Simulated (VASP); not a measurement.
Here is the system:

```xyz
8
Lattice="-0.0024 5.9973 5.9750 5.9973 -0.0024 5.9750 2.9974 2.9974 0.0000" Properties=species:S:1:pos:R:3 pbc="T T T"
Cd     5.9949     5.9949    11.7511
Cd     6.0942     8.8930     9.0530
Cd     8.8930     6.0942     9.0530
Cd     5.9949     5.9949     5.9883
Te     1.4987     1.4987     1.5203
S      4.4769     1.5180     4.4777
S      1.5180     4.4769     4.4777
S      4.4962     4.4962     7.4541
```

Computed with PBEsol GGA, VASP's PBE PAW potentials (set 64) (plane waves; VASP). Numerical set-up: 400 eV cut-off, Gaussian smearing of 0.050 eV, potentials Cd Te S.

Unless said otherwise, spin-orbit coupling is left out, though it shifts the bands of the heavy elements here.

**Question.** Give the energies of bands 28 to 41 at the high-symmetry points, in eV from the valence-band maximum.

**Answer.** 
```
band      Γ      Y     C0      Z     A0      T      S      R
----  -----  -----  -----  -----  -----  -----  -----  -----
28    -2.57  -2.83  -3.14  -4.05  -4.46  -4.60  -3.14  -4.32
29    -2.51  -2.66  -2.98  -3.01  -2.61  -2.61  -2.68  -2.85
30    -1.63  -2.47  -2.05  -2.93  -2.54  -2.51  -2.33  -2.73
31    -1.44  -1.93  -2.01  -2.91  -2.49  -2.47  -2.23  -2.67
32    -1.40  -1.93  -1.86  -2.85  -2.42  -2.44  -1.91  -2.24
33    -1.27  -1.79  -1.76  -2.51  -2.07  -1.66  -1.30  -2.18
34    -0.42  -1.65  -1.53  -2.31  -1.38  -1.26  -1.29  -2.11
35    -0.36  -1.23  -1.28  -1.67  -1.33  -1.02  -0.59  -1.77
36     0.00  -0.37  -0.30  -0.93  -1.14  -0.84  -0.18  -1.30
37     0.19   2.54   2.47   3.09   2.22   1.74   1.63   2.95
38     1.82   2.70   2.63   3.39   2.40   2.06   2.06   3.04
39     2.24   3.19   2.98   4.29   2.99   2.67   3.06   3.20
40     2.89   3.48   3.74   4.44   3.08   2.74   3.60   3.57
41     3.21   3.74   4.05   4.46   3.34   3.19   4.37   4.15
```

The gap is direct, 0.19 eV, from the valence maximum at Γ to the conduction minimum at Γ.

The structure was generated: Cd4S3Te was put into an ordered model structure (Amm2), which need not be its known phase. It was relaxed first.
